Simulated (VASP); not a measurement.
Input:

```xyz
2
Lattice="0.0000 2.5908 2.5908 2.5908 0.0000 2.5908 2.5908 2.5908 0.0000" Properties=species:S:1:pos:R:3 pbc="T T T"
Be     0.0000     0.0000     0.0000
Se     1.2954     1.2954     1.2954
```

These are PBE GGA, VASP's PBE PAW potentials (set 64) (plane waves; VASP 6.6.1) values and carry that method's errors. Numerical set-up: 520 eV cut-off, Gaussian smearing of 0.050 eV, potentials Be Se.

Problem. Give the energies of bands 2 to 7 at the high-symmetry points, in eV from the valence-band maximum.

Solution. 
```json
[
 {"band": "2", "Γ": "0.00", "X": "-4.97", "U": "-4.56", "L": "-5.57", "W": "-4.32"},
 {"band": "3", "Γ": "0.00", "X": "-2.58", "U": "-3.90", "L": "-1.04", "W": "-3.69"},
 {"band": "4", "Γ": "0.00", "X": "-2.58", "U": "-2.15", "L": "-1.04", "W": "-3.19"},
 {"band": "5", "Γ": "4.21", "X": "2.67", "U": "3.77", "L": "4.25", "W": "6.12"},
 {"band": "6", "Γ": "5.01", "X": "4.21", "U": "6.78", "L": "5.96", "W": "7.05"},
 {"band": "7", "Γ": "5.01", "X": "11.53", "U": "9.59", "L": "5.96", "W": "7.37"}
]
```

The gap is indirect, 2.67 eV, from the valence maximum at Γ to the conduction minimum at X.

Measured: gap 4.00 eV (computed value off by -1.33 eV), as given by Das et al., (2018), arXiv:1807.05623.

The compound is BeSe in the zinc blende structure. It was relaxed first.
